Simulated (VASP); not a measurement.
**Si: relaxation of cell and atoms with LDA**

Si:

```xyz
2
Lattice="2.6656 0.0000 0.0000 -1.3328 2.3085 0.0000 0.0000 0.0000 4.5063" Properties=species:S:1:pos:R:3 pbc="T T T"
Si    0.0000    1.5390    1.1266
Si    1.3328    0.7695    3.3797
```

This isn't the form of Si at room conditions, which is diamond.

- Program: VASP 6.6.1
- Task: relaxation of cell and atoms
- Functional: LDA
- Potentials or basis: VASP PAW LDA potentials, release 64 (Si)
- Cutoff: 600 eV
- k mesh: 18 × 18 × 10
- Occupations: gaussian, width 0.1 eV
- Spin: no spin polarisation
- Dipole correction: no
- Further INCAR settings: ALGO = Fast; EDIFF = 1e-06; IBRION = 2; EDIFFG = -0.005; NSW = 100; ISIF = 3

```
Relaxed volume                         : 13.83 Å³/atom
Relaxed cell                           : a = 2.651 Å, b = 2.651 Å, c = 4.545 Å, α = 90.00°, β = 90.00°, γ = 120.00°
Space group after relaxing (to 0.05 Å) : P6_3/mmc (No. 194)
Energy gained by relaxing              : 0.6 meV/atom
Ionic steps                            : 5
Pressure after relaxing                : 0.0 GPa
Band gap on the k mesh                 : none (metal or under the smearing width)
```

Stress tensor (GPa, compression positive):
```
 0.03  0.00  0.00
 0.00  0.03  0.00
 0.00  0.00 -0.05
```

Step by step:
```csv
step,energy change (eV),largest force (eV/Å),pressure (GPa),volume (Å³)
1,0.0000,0.0000,-0.30,27.73
2,-0.0009,0.0000,0.10,27.63
3,-0.0010,0.0000,0.34,27.56
4,-0.0010,0.0000,0.38,27.55
5,-0.0012,0.0000,0.01,27.67
```

Final structure:
```xyz
2
Lattice="2.6512 0.0000 0.0000 -1.3256 2.2960 0.0000 0.0000 0.0000 4.5453" Properties=species:S:1:pos:R:3 pbc="T T T"
Si    0.0000    1.5306    1.1363
Si    1.3256    0.7653    3.4090
```

Levels at points of the mesh, in eV from the Fermi level:
| k point | band 1 | band 2 | band 3 | band 4 | band 5 | band 6 | band 7 | band 8 |
| --- | --- | --- | --- | --- | --- | --- | --- | --- |
| (0.00, 0.00, 0.00) | -14.81 | -8.41 | -7.39 | 9.23 | 9.23 | 10.37 | 10.48 | 10.48 |
| (0.50, 0.00, 0.00) | -8.31 | -7.77 | -2.04 | -1.61 | -1.57 | -0.06 | 3.92 | 6.10 |
| (0.00, 0.00, 0.50) | -13.07 | -13.07 | 0.39 | 0.39 | 10.55 | 10.55 | 10.55 | 10.55 |
| (0.50, 0.00, 0.50) | -6.63 | -6.63 | -6.07 | -6.07 | 5.41 | 5.41 | 5.68 | 5.68 |

Run time: 75 s on 1 thread of Intel(R) Xeon(R) Platinum 8259CL CPU @ 2.50GHz (Skylake/Cascade Lake), on a shared host, peak memory 0.17 GiB.
